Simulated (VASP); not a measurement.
Write the native input for VASP 6.6.1 that does the following.

```yaml
Task: single point
Functional: PBEsol
Potentials_or_basis: VASP PAW PBE potentials, release 64 (Hg, Ge_d, Rb_sv)
Cutoff: 520 eV
k_mesh: 2 × 3 × 3
Occupations: gaussian, width 0.05 eV
Spin: no spin polarisation
Dipole_correction: no
Further_INCAR_settings: ALGO = Fast; EDIFF = 1e-06; NBANDS = 46
```

The structure of Rb4Hg2Ge lies in POSCAR:

```
Rb4Hg2Ge
1.0
    7.4603980000      0.3798080000     -0.7263670000
    0.0657310000      6.3668980000     -0.0568910000
    0.3653440000     -0.8647930000      6.3374070000
Hg Ge Rb
2 1 4
Direct
    0.8522552189      0.8836454385      0.9754504546
    0.1839800418      0.6140209660      0.0282841701
    0.1431867072      0.9841369141      0.7641479602
    0.4391214112      0.5880501631      0.5376121597
    0.6951425094      0.3997392027      0.0216808140
    0.9651639390      0.5324481546      0.5480109993
    0.6990687088      0.0407730963      0.4621210320
```

The cell was built by a generator and needn't be a form met in nature.

The input as run:

INCAR

```
PREC = Accurate
ENCUT = 520
EDIFF = 1E-6
ISMEAR = 0
SIGMA = 0.05
LREAL = False
LASPH = True
NELM = 100
ALGO = Fast
ISIF = 2
LWAVE = False
LCHARG = False
GGA = PS
NBANDS = 46
```

KPOINTS

```
regular mesh
0
Gamma
  2 3 3
```

Potentials or basis: VASP PAW PBE potentials, release 64 (Hg, Ge_d, Rb_sv).

Launch:

```console
$ cat potpaw_PBE.64/Hg/POTCAR potpaw_PBE.64/Ge_d/POTCAR potpaw_PBE.64/Rb_sv/POTCAR > POTCAR
$ mpirun -np 1 vasp_std > vasp.out
```

Results of the run:

```json
{
  "Pressure": "1.0 GPa",
  "Largest force": "0.649 eV/Å",
  "Band gap on the k mesh": "0.02 eV, indirect (least direct gap 0.19 eV)"
}
```

Caveat: the PAW data sets were made with another functional, which shifts forces and pressure a little; spin-orbit coupling is left out, which moves the levels of the heavy elements.

It took 13 min on 1 thread of AMD EPYC 7R13 Processor (Zen 3) (shared host), peak memory 0.39 GiB.
